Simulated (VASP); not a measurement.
Input:

```
AlCo
1.0
    2.82244     0.00000     0.00000
    0.00000     2.82244     0.00000
    0.00000     0.00000     2.82244
Al Co
1 1
Direct
  0.50000   0.50000   0.50000
  0.00000   0.00000   0.00000
```

Computed with PBE GGA, VASP's PBE PAW potentials (set 64) (plane waves; VASP). Settings: 520 eV cut-off, 13×13×13 Γ-centred mesh, first-order Methfessel-Paxton smearing of 0.10 eV, potentials Al Co.

Q: Give the stress tensor in GPa (positive for a compressed cell).

A: 
```
5.88  0.00  0.00
0.00  5.88  0.00
0.00  0.00  5.88
```
The pressure is its mean diagonal, 5.88 GPa.

The compound is CoAl in the CsCl type structure. This cell is one point of a volume scan, at 0.97 of the reference volume. The run is not spin-polarised, so no magnetic state was tried.
